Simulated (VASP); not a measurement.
An input for Ansatz (written as the equivalent of a VASP run, and not itself run):

Ansatz 0.2 input:
```yaml
crystal:
  lattice:
    - [4.2489963, 0.0000000, 0.0000000]
    - [0.0000000, 4.2489963, 0.0000000]
    - [0.0000000, 0.0000000, 4.2489963]
  atoms:
    - { symbol: Cu, position: [0.7500000, 0.2500000, 0.7500000] }
    - { symbol: Cu, position: [0.2500000, 0.7500000, 0.7500000] }
    - { symbol: Cu, position: [0.7500000, 0.7500000, 0.2500000] }
    - { symbol: Cu, position: [0.2500000, 0.2500000, 0.2500000] }
    - { symbol: O, position: [0.0000000, 0.0000000, 0.0000000] }
    - { symbol: O, position: [0.5000000, 0.5000000, 0.5000000] }
kpoints:
  mp_grid: { grid: [5, 5, 5] }
hamiltonian:
  xc: pbe
  pseudopotentials: { kind: paw }
scf:
  occupations: { method: gaussian, width: 0.05 }
  max_iter: 100
relax:
  max_steps: 40
  f_tol: 0.02
  cell: { p_target: 5 }
output: { forces: true, stress: true, eigenvalues: true }
```

Problem. Translate this input to VASP (INCAR, KPOINTS, POSCAR, choice of POTCAR).

Solution. Several could match; the one computed here: 
File POSCAR:
```
Cu2O
1
    4.2489962603     0.0000000000     0.0000000000
   -0.0000000000     4.2489962603    -0.0000000000
    0.0000000000     0.0000000000     4.2489962603
Cu O
4 2
Direct
  0.7500000000   0.2500000000   0.7500000000
  0.2500000000   0.7500000000   0.7500000000
  0.7500000000   0.7500000000   0.2500000000
  0.2500000000   0.2500000000   0.2500000000
  0.0000000000   0.0000000000   0.0000000000
  0.5000000000   0.5000000000   0.5000000000
```

**INCAR**
```
ENCUT  =  620   ! plane-wave cut-off (eV)
PSTRESS  =  50   ! kbar
LASPH  =  T
NELM  =  100   ! most electronic steps
EDIFFG  =  -0.02
ISMEAR  =  0   ! Gaussian
IBRION  =  2
LMAXMIX  =  4
ISIF  =  3   ! ions, shape and volume
LREAL  =  F   ! projection in real space or not
ALGO  =  Normal
PREC  =  Accurate
EDIFF  =  1E-6   ! SCF stop (eV)
LCHARG  =  F
LWAVE  =  F
GGA  =  PE   ! PBE
NSW  =  40   ! most ionic steps
SIGMA  =  0.05
SYSTEM  =  Cu2O
```

KPOINTS:
```
K-points
0
Gamma
  5 5 5
```

POTCAR, in this order: Cu O (PBE.64 set). Program: vasp_std.

What does not carry over: each code has its own PAW files, so the cut-off isn't converted (ENCUT is set for VASP's; basis.ecutwfc is left out, and Ansatz then takes the one that its files recommend); Ansatz stops its SCF on the density residual and VASP on the energy change (EDIFF).

The compound is Cu2O in the cuprite structure. It was relaxed first under an external pressure of 5 GPa.
